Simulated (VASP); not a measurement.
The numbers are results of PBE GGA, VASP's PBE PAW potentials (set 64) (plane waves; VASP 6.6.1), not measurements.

VASP ran on this input.

### KPOINTS
```
Automatic mesh
0
Gamma
12 12 12
0 0 0
```

**POSCAR**
```
C
1.0
  0.0000000000   1.8045888555   1.8045888555
  1.8045888555   0.0000000000   1.8045888555
  1.8045888555   1.8045888555   0.0000000000
C
2
direct
  0.0000000000   0.0000000000   0.0000000000
  0.2500000000   0.2500000000   0.2500000000
```

INCAR:
```
ALGO = Normal
EDIFF = 1E-7
ENCUT = 600
GGA = PE
ISIF = 2
ISMEAR = 0
LASPH = .TRUE.
LCHARG = .FALSE.
LREAL = .FALSE.
LWAVE = .FALSE.
NELM = 100
PREC = Accurate
SIGMA = 0.05
SYSTEM = C
```

POTCAR, in this order: C (PBE.64 set). Program: vasp_std.

The resulting files:

### OUTCAR
```
 ion  position               nearest neighbor table
   1  0.000  0.000  0.000-   2 1.56   2 1.56   2 1.56   2 1.56
   2  0.250  0.250  0.250-   1 1.56   1 1.56   1 1.56   1 1.56
  LATTYP: Found a face centered cubic cell.
 ALAT       =     3.6091777110
 Subroutine PRICEL returns:
 Original cell was already a primitive cell.
 Subroutine GETGRP returns: Found 48 space group operations
The static configuration has the point symmetry T_d .
 The point group associated with its full space group is O_h .
The dynamic configuration has the point symmetry T_d .
 Subroutine INISYM returns: Found 48 space group operations
 Subroutine IBZKPT returns following result:
 Found     72 irreducible k-points:

 Following reciprocal coordinates:
            Coordinates               Weight
  0.000000  0.000000  0.000000      1.000000
  0.083333  0.000000  0.000000      8.000000
  0.166667  0.000000  0.000000      8.000000
  0.250000  0.000000  0.000000      8.000000
  0.333333  0.000000  0.000000      8.000000
  0.416667  0.000000  0.000000      8.000000
  0.500000  0.000000  0.000000      4.000000
  0.083333  0.083333  0.000000      6.000000
  0.166667  0.083333  0.000000     24.000000
  0.250000  0.083333  0.000000     24.000000
  0.333333  0.083333  0.000000     24.000000
  0.416667  0.083333  0.000000     24.000000
  0.500000  0.083333  0.000000     24.000000
 -0.416667  0.083333  0.000000     24.000000
 -0.333333  0.083333  0.000000     24.000000
 -0.250000  0.083333  0.000000     24.000000
 -0.166667  0.083333  0.000000     24.000000
 -0.083333  0.083333  0.000000     12.000000
  0.166667  0.166667  0.000000      6.000000
  0.250000  0.166667  0.000000     24.000000
  0.333333  0.166667  0.000000     24.000000
  0.416667  0.166667  0.000000     24.000000
  0.500000  0.166667  0.000000     24.000000
...
```

OSZICAR:
```
       N       E                     dE             d eps       ncg     rms          rms(c)
DAV:   1     0.354152796012E+01    0.35415E+01   -0.54272E+03  1184   0.110E+03
DAV:   2    -0.185779944171E+02   -0.22120E+02   -0.21428E+02  1784   0.125E+02
DAV:   3    -0.187477591916E+02   -0.16976E+00   -0.16976E+00  1280   0.143E+01
DAV:   4    -0.187479996633E+02   -0.24047E-03   -0.24047E-03  1600   0.570E-01
DAV:   5    -0.187479997428E+02   -0.79480E-07   -0.79480E-07  1256   0.790E-03    0.528E+00
DAV:   6    -0.183199022817E+02    0.42810E+00   -0.32897E-01  1200   0.455E+00    0.316E+00
DAV:   7    -0.181757135723E+02    0.14419E+00   -0.36656E-01  1376   0.491E+00    0.701E-01
DAV:   8    -0.181769353014E+02   -0.12217E-02   -0.18436E-03  1232   0.499E-01    0.448E-02
DAV:   9    -0.181769565749E+02   -0.21273E-04   -0.12760E-04  1664   0.100E-01    0.267E-02
DAV:  10    -0.181769699660E+02   -0.13391E-04   -0.14584E-05  1168   0.442E-02    0.558E-03
DAV:  11    -0.181769698065E+02    0.15954E-06   -0.41784E-08  1608   0.220E-03    0.137E-03
DAV:  12    -0.181769697926E+02    0.13864E-07   -0.11842E-08   576   0.136E-03
   1 F= -.18176970E+02 E0= -.18176970E+02  d E =-.159140E-13
```

### OUTCAR
```
------------------------ aborting loop because EDIFF is reached ----------------------------------------
  FORCE on cell =-STRESS in cart. coord.  units (eV):
  Direction    XX          YY          ZZ          XY          YZ          ZX
  --------------------------------------------------------------------------------------
  Total       -0.9464176     -0.9464176     -0.9464176     -0.0000000      0.0000000      0.0000000
  in kB     -129.0115517   -129.0115517   -129.0115517     -0.0000000      0.0000000      0.0000000
  external PRESSURE =    -129.0115517 kB  Pullay stress =       0.0000000 kB
  volume of cell :       11.75
      direct lattice vectors                 reciprocal lattice vectors
     0.000000000  1.804588856  1.804588856    -0.277071422  0.277071422  0.277071422
     1.804588856  0.000000000  1.804588856     0.277071422 -0.277071422  0.277071422
     1.804588856  1.804588856  0.000000000     0.277071422  0.277071422 -0.277071422
 POSITION                                       TOTAL-FORCE (eV/Angst)
 -----------------------------------------------------------------------------------
      0.00000      0.00000      0.00000         0.000000      0.000000      0.000000
      0.90229      0.90229      0.90229        -0.000000     -0.000000     -0.000000
 -----------------------------------------------------------------------------------
    total drift:                                0.000000      0.000000      0.000000
  FREE ENERGIE OF THE ION-ELECTRON SYSTEM (eV)
  ---------------------------------------------------
  free  energy   TOTEN  =       -18.1769697926 eV

  energy  without entropy=      -18.1769697926  energy(sigma->0) =      -18.17696979
```
(Selected blocks of OUTCAR.)

### OUTCAR
```
 val. band max:        9.2216631306   @ k =   0.0000   0.0000   0.0000

 cond. band min:      13.2955076652   @ k =   0.3333   0.3333   0.0000


 Fermi energy:         9.4553683746

 k-point     1 :       0.0000    0.0000    0.0000
  band No.  band energies     occupation
      1     -11.7838      2.00000
      2       9.2217      2.00000
      3       9.2217      2.00000
      4       9.2217      2.00000
      5      14.7145      0.00000
      6      14.7145      0.00000
      7      14.7145      0.00000
      8      21.7491      0.00000

 k-point     2 :       0.0833    0.0000    0.0000
  band No.  band energies     occupation
      1     -11.5961      2.00000
      2       8.0297      2.00000
      3       8.9117      2.00000
      4       8.9117      2.00000
      5      15.1209      0.00000
      6      15.1209      0.00000
      7      15.3873      0.00000
      8      21.9395      0.00000

 k-point     3 :       0.1667    0.0000    0.0000
  band No.  band energies     occupation
      1     -11.0355      2.00000
      2       5.5627      2.00000
      3       8.2360      2.00000
      4       8.2360      2.00000
      5      16.0083      0.00000
      6      16.0083      0.00000
      7      16.3866      0.00000
      8      22.4933      0.00000

 k-point     4 :       0.2500    0.0000    0.0000
  band No.  band energies     occupation
      1     -10.1113      2.00000
      2       2.7962      2.00000
      3       7.5364      2.00000
      4       7.5364      2.00000
      5      16.8447      0.00000
      6      16.8447      0.00000
      7      17.0372      0.00000
      8      23.2774      0.00000

 k-point     5 :       0.3333    0.0000    0.0000
  band No.  band energies     occupation
      1      -8.8462      2.00000
      2       0.0873      2.00000
      3       6.9797      2.00000
      4       6.9797      2.00000
      5      17.3328      0.00000
      6      17.3328      0.00000
      7      17.3807      0.00000
...
```

The compound is C in the diamond structure. This cell was strained or had an atom moved on purpose.
